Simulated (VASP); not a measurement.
Here is the system:

```yaml
crystal:
  lattice:
    - [1.27704, -2.21190, 0.00000]
    - [1.27704, 2.21190, 0.00000]
    - [0.00000, 0.00000, 6.79320]
  atoms:
    - { symbol: B, position: [0.33333, 0.66667, 0.25000] }
    - { symbol: B, position: [0.66667, 0.33333, 0.75000] }
    - { symbol: N, position: [0.66667, 0.33333, 0.25000] }
    - { symbol: N, position: [0.33333, 0.66667, 0.75000] }
```
Cell charge +0.02.

Calculation: PBE GGA, VASP's PBE PAW potentials (set 64) (plane waves; VASP 6.6.1). Run with NELECT = 15.98, 520 eV cut-off, 9×9×3 Γ-centred mesh, Gaussian smearing of 0.050 eV, potentials B N.

The cell is charged, with a uniform compensating background.

Predict the energy per atom (σ→0), pressure, band gap (on the k-mesh) with the smallest direct gap where there is one.

```yaml
band gap (on the k-mesh): none (metal, semimetal or under 0.01 eV)
energy per atom (σ→0): -8.786 eV/atom
pressure: -10.41 GPa
```

The absolute energy has meaning only against runs of the same code, potentials and settings.

The compound is BN in the hex structure. The cell was not relaxed at this level. The k-mesh is coarse (spacing up to 0.32 per Å, 2π included), so the numbers may not be converged in it. The run is one of a series of settings (NELECT = 15.98 against the base run), some of them coarse on purpose.
